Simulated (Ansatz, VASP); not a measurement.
ZnCd3O4 in VASP and in Ansatz

```
Zn Cd O
1.0
     3.51712    0.00000    0.00000
     0.00000    3.51712    0.00000
     0.00000    0.00000   10.10210
Zn Cd O
1 3 4
Direct
  0.50000 0.50000 0.00000
  0.00000 0.00000 0.76680
  0.00000 0.00000 0.23320
  0.50000 0.50000 0.50000
  0.50000 0.00000 0.90048
  0.00000 0.50000 0.09952
  0.50000 0.00000 0.36656
  0.00000 0.50000 0.63344
```

Alike in both runs: task single point; functional PBE; k mesh 6 × 6 × 2; occupations gaussian, width 0.1 eV; no spin polarisation.

|  | VASP | Ansatz |
| --- | --- | --- |
| version | VASP 6.6.1 | Ansatz 0.2.0 |
| potentials or method | VASP PAW PBE potentials, release 64 (Zn, Cd, O) | scalar-relativistic, plane waves, PAW |
| plane-wave cutoff (eV) | 520 | 420 |
| valence electrons in the cell | 72 | 96 |

```csv
,VASP,Ansatz,Ansatz less VASP
gap on the k mesh at the Fermi level (eV),none,none,-
pressure (GPa),1.1,0.0,-1.07
largest component of the traceless stress (GPa),0.07,0.03,-0.043
rms of the force components (eV/Å),0.013,0.001,-0.0120
```

Atom by atom the forces differ by 0.014 eV/Å (rms over components). A gap of «none» marks a metal or a gap that the smearing closes. The two sets of potentials don't hold the same shells in valence.
